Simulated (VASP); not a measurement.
Energy against volume of GaP (zinc blende). Level of theory: PBE GGA with D3 dispersion (Becke-Johnson damping), VASP's PBE PAW potentials (set 64) (plane waves; VASP 6.6.1). Settings: 520 eV cut-off, 8×8×8 Γ-centred mesh, Gaussian smearing of 0.050 eV, potentials Ga_d P.

| V (Å³/atom) | E (eV/atom) |
|---|---|
| 19.575 | -4.86955 |
| 20.181 | -4.87460 |
| 20.786 | -4.87017 |
| 21.392 | -4.85772 |

Task: Fit these four points and predict the energy of the run at 18.970 Å³/atom.

Result: A cubic in V^(−2/3), the third-order Birch-Murnaghan form, passes through the four points with V0 = 20.18 Å³/atom and B0 = 83 GPa, and gives -4.8533 eV/atom there. The run gave -4.8533 eV/atom, -0.0 meV/atom from the fit; all five points give B0 = 83 GPa.

The compound is GaP in the zinc blende structure. It was relaxed first.
